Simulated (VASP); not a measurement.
Data:

```
CELL_PARAMETERS angstrom
      3.45669     0.00000     0.00000
     -1.72835     2.99359     0.00000
      0.00000     0.00000     8.05342
ATOMIC_POSITIONS crystal
  Zr 0.33333 0.66667 0.03384
  Zr 0.66667 0.33333 0.53384
  S  0.33333 0.66667 0.34116
  S  0.66667 0.33333 0.84116
```

Level of theory: PBEsol GGA, VASP's PBE PAW potentials (set 64) (plane waves; VASP). Numerical set-up: 400 eV cut-off, 8×8×3 Γ-centred mesh, tetrahedra with Blöchl corrections, potentials Zr_sv S.

**Question.** Predict the energy per atom (σ→0).

**Answer.** 
| Property | Value |
|---|---|
| energy per atom (σ→0) | -7.906 eV/atom |

The absolute energy has meaning only against runs of the same code, potentials and settings.

The structure was generated: ZrS was put into the wurtzite type (P6_3mc), which need not be its known phase. It was relaxed first, which changed the volume by -38 %.
